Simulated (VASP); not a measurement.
# InSb (F-43m) in VASP: notebook, part 2 of 2

VASP 6.6.1. The steps go on from the part before.

## 3. Band structure, PBEsol, non-collinear spin, zero start, spin-orbit coupling

Input file INCAR:

```
PREC     = Accurate       # precision mode
ENCUT    = 520            # plane-wave cutoff, eV
EDIFF    = 1E-6           # SCF threshold, eV
ISMEAR   = 0              # smearing method
SIGMA    = 0.02           # smearing width, eV
LREAL    = F              # projectors in reciprocal space
LASPH    = T              # aspherical terms in the spheres
NELM     = 100            # most SCF steps
ALGO     = Normal         # electronic algorithm
ISIF     = 2              # what is computed and relaxed
LWAVE    = F              # write WAVECAR
LCHARG   = F              # write CHGCAR
MAGMOM   = 0 0 0 0 0 0    # initial moments
LORBIT   = 11             # projections on sites
LSORBIT  = T              # spin-orbit coupling
GGA_COMPAT= F            
GGA      = PS             # functional
NBANDS   = 30             # bands
KPAR     = 4
```

Input file KPOINTS:

```
Automatic mesh
0
Gamma
  9 9 9
```

Input file POSCAR:

```
InSb                                    
1.0
    0.0000000000      3.2606138137      3.2606138137
    3.2606138137      0.0000000000      3.2606138137
    3.2606138137      3.2606138137      0.0000000000
  In              Sb            
     1     1
Direct
     0.2500000000000000    0.2500000000000000    0.2500000000000000
     0.0000000000000000    0.0000000000000000    0.0000000000000000
```

Input file KPOINTS_OPT:

```
path GXWKGLUWLK,UX
20
line-mode
reciprocal
 0.0000000000  0.0000000000  0.0000000000  G
 0.5000000000  0.0000000000  0.5000000000  X

 0.5000000000  0.0000000000  0.5000000000  X
 0.5000000000  0.2500000000  0.7500000000  W

 0.5000000000  0.2500000000  0.7500000000  W
 0.3750000000  0.3750000000  0.7500000000  K

 0.3750000000  0.3750000000  0.7500000000  K
 0.0000000000  0.0000000000  0.0000000000  G

 0.0000000000  0.0000000000  0.0000000000  G
 0.5000000000  0.5000000000  0.5000000000  L

 0.5000000000  0.5000000000  0.5000000000  L
 0.6250000000  0.2500000000  0.6250000000  U

 0.6250000000  0.2500000000  0.6250000000  U
 0.5000000000  0.2500000000  0.7500000000  W

 0.5000000000  0.2500000000  0.7500000000  W
 0.5000000000  0.5000000000  0.5000000000  L

 0.5000000000  0.5000000000  0.5000000000  L
 0.3750000000  0.3750000000  0.7500000000  K

 0.6250000000  0.2500000000  0.6250000000  U
 0.5000000000  0.0000000000  0.5000000000  X
```

Potentials or basis: VASP PAW PBE potentials, release 64 (In_d, Sb).

Started as:

```bash
> cat potpaw_PBE.64/In_d/POTCAR potpaw_PBE.64/Sb/POTCAR > POTCAR
> mpirun -np 4 vasp_ncl > vasp.out
```

OUTCAR:

```text
PREC = Accurate
   ENCUT = 520
   EDIFF = 1E-6
   ISMEAR = 0
   LREAL = F
   LASPH = T
   NELM = 100
   ISIF = 2
   LORBIT = 11
   LSORBIT = T
   GGA = PS

 ion  position               nearest neighbor table
   1  0.250  0.250  0.250-   2 2.82   2 2.82   2 2.82   2 2.82
   2  0.000  0.000  0.000-   1 2.82   1 2.82   1 2.82   1 2.82

  LATTYP: Found a face centered cubic cell.
 ALAT       =     6.5212276274

  Lattice vectors:

 A1 = (   0.0000000000,   3.2606138137,   3.2606138137)
 A2 = (   3.2606138137,   0.0000000000,   3.2606138137)
 A3 = (   3.2606138137,   3.2606138137,   0.0000000000)

[... 1059 lines left out ...]
    -0.0000541    -0.0000135     0.0000000    -0.0000135     0.0000000
 l=   3
     0.0000000     0.0000000     0.0000000     0.0000000     0.0000000     0.0000000     0.0000000
     0.0000000     0.0000000     0.0000000     0.0000000     0.0000000     0.0000000     0.0000000
     0.0000000     0.0000000     0.0000000     0.0000000     0.0000000     0.0000000     0.0000000
     0.0000000     0.0000000     0.0000000     0.0000000     0.0000000     0.0000000     0.0000000
     0.0000000     0.0000000     0.0000000     0.0000000     0.0000000     0.0000000     0.0000000
     0.0000000     0.0000000     0.0000000     0.0000000     0.0000000     0.0000000     0.0000000
     0.0000000     0.0000000     0.0000000     0.0000000     0.0000000     0.0000000     0.0000000

 total charge

# of ion       s       p       d       tot
------------------------------------------
    1        0.873   0.700   9.864  11.437
    2        1.141   1.319   0.019   2.479
--------------------------------------------------
tot          2.013   2.020   9.883  13.916

 magnetization (x)

# of ion       s       p       d       tot
------------------------------------------
    1       -0.000   0.000  -0.000  -0.000
    2        0.000   0.000   0.000   0.000
--------------------------------------------------
tot         -0.000   0.000  -0.000  -0.000

 magnetization (y)

# of ion       s       p       d       tot
------------------------------------------
    1        0.000  -0.000  -0.000  -0.000
    2        0.000   0.000   0.000   0.000
--------------------------------------------------
tot          0.000  -0.000  -0.000  -0.000

 magnetization (z)

# of ion       s       p       d       tot
------------------------------------------
    1       -0.000  -0.000   0.000  -0.000
    2        0.000   0.000  -0.000   0.000
--------------------------------------------------
tot         -0.000   0.000  -0.000   0.000
```

stdout:

```text
POSCAR found type information on POSCAR InSb
 POSCAR found :  2 types and       2 ions
 scaLAPACK will be used
 -----------------------------------------------------------------------------
|                                                                             |
|                                                                             |
|     You enforced a specific xc type in the INCAR file but a different       |
|     I HOPE YOU KNOW WHAT YOU ARE DOING!                                     |
|                                                                             |
 -----------------------------------------------------------------------------

 LDA part: xc-table for (Slater+PW92), standard interpolation
 POSCAR, INCAR and KPOINTS ok, starting setup
 FFT: planning ... GRIDC
 FFT: planning ... GRID_SOFT
 FFT: planning ... GRID
 WAVECAR not read
 entering main loop
 Start KPOINTS_OPT (optional k-point list driver)
k-point batch [1-55\200]
k-point batch [56-110\200]
k-point batch [111-165\200]
k-point batch [166-200\200]
```

Run time: 3.1 min. Hardware: 4 MPI ranks of Intel Xeon 6975P-C (Granite Rapids), shared host; peak memory 0.55 GiB.

Results:

| Item | Value |
| --- | --- |
| Free energy | -7.8008 eV |
| Pressure | 0.0 GPa |
| Net moment | 0.00 μB per cell |
| Valence electrons inside the program's atomic spheres | In 11.44; Sb 2.48 |

Moments on the atoms (μB; x, y, z):
```
In  0.00 0.00 0.00
Sb  0.00 0.00 0.00
```

Caveat: the PAW data sets were made with another functional, which shifts forces and pressure a little.

## 4. Against experiment

Step 2. Against the measured gap of InSb, 0.24 eV (quoted in “Electronic Structure and Epitaxy of CdTe Shells on InSb Nanowires”, 2021, arxiv:2111.05126), the calculated 0.00 eV is off by -0.24 eV. Spin-orbit coupling on In, Sb is left out. The value is that of PBEsol, without temperature or zero-point motion. Semilocal functionals fall short of measured gaps as a rule. The cell is a database's relaxed one, not the measured one, which moves gaps too.
